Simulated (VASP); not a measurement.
OSZICAR of a VASP run on KCd4As3 (space group R-3m):

### OSZICAR
```
       N       E                     dE             d eps       ncg     rms          rms(c)
DAV:   1     0.362678814028E+03    0.36268E+03   -0.26318E+04   516   0.101E+03
DAV:   2    -0.415317661590E+01   -0.36683E+03   -0.36042E+03   563   0.307E+02
DAV:   3    -0.240189746085E+02   -0.19866E+02   -0.19708E+02   704   0.684E+01
DAV:   4    -0.243828388344E+02   -0.36386E+00   -0.36249E+00   720   0.656E+00
DAV:   5    -0.243926002761E+02   -0.97614E-02   -0.97605E-02   672   0.741E-01    0.113E+01
DAV:   6    -0.222421621058E+02    0.21504E+01   -0.55127E+00   602   0.158E+01    0.888E+00
DAV:   7    -0.222061603680E+02    0.36002E-01   -0.16585E+00   546   0.495E+00    0.441E+00
DAV:   8    -0.221920540024E+02    0.14106E-01   -0.13724E-01   570   0.271E+00    0.565E-01
DAV:   9    -0.221886729629E+02    0.33810E-02   -0.26798E-02   573   0.102E+00    0.170E-01
DAV:  10    -0.221887708922E+02   -0.97929E-04   -0.22279E-03   597   0.309E-01    0.889E-02
DAV:  11    -0.221888910832E+02   -0.12019E-03   -0.41210E-04   597   0.894E-02    0.362E-02
DAV:  12    -0.221889194500E+02   -0.28367E-04   -0.38352E-05   600   0.332E-02    0.232E-02
DAV:  13    -0.221889340262E+02   -0.14576E-04   -0.18968E-05   557   0.202E-02    0.466E-03
DAV:  14    -0.221889347376E+02   -0.71139E-06   -0.19331E-06   448   0.546E-03
   1 F= -.22188935E+02 E0= -.22183025E+02  d E =-.118193E-01
```

Which electronic solver shows in the log?

It is blocked Davidson (ALGO = Normal, or the opening steps of other solvers). The INCAR had ALGO = Normal.

Can the final energy be trusted as converged?

The run converged. It stopped with EDIFF = 1E-6, NELM = 100 (PBEsol GGA, plane waves, VASP's PBE PAW potentials (set 64)).

The structure comes from a measured KCd4As3 entry of the Crystallography Open Database, whose conditions weren't checked. The cell was not relaxed at this level. The k-mesh is coarse (spacing up to 0.54 per Å, 2π included), so the numbers may not be converged in it.
